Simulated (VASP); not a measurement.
Given:

```
CELL_PARAMETERS angstrom
      4.12368     0.00000     0.00000
     -2.06184     3.57121     0.00000
      0.00000     0.00000     7.38868
ATOMIC_POSITIONS crystal
  Pt 0.33333 0.66667 0.00984
  Pt 0.66667 0.33333 0.50984
  Te 0.33333 0.66667 0.36516
  Te 0.66667 0.33333 0.86516
```

These are PBE GGA, VASP's PBE PAW potentials (set 64) (plane waves; VASP 6.6.1) values and carry that method's errors. Numerical set-up: 400 eV cut-off, 10×10×5 Γ-centred mesh, tetrahedra with Blöchl corrections, potentials Pt Te.

The cores are frozen, which limits the accuracy of field gradients.

Q: Give the principal components of the electric field gradient (V/Å²) and the asymmetry η at each nucleus.

A: 
| atom | Vxx | Vyy | Vzz | η |
|---|---|---|---|---|
| Pt1 | 59.1 | 59.1 | -118.2 | 0.00 |
| Pt2 | 59.1 | 59.1 | -118.2 | 0.00 |
| Te3 | 37.9 | 37.9 | -75.7 | 0.00 |
| Te4 | 37.9 | 37.9 | -75.7 | 0.00 |

The structure was generated: PtTe was put into the wurtzite type (P6_3mc), which need not be its known phase. It was relaxed first, which changed the volume by -14 %.
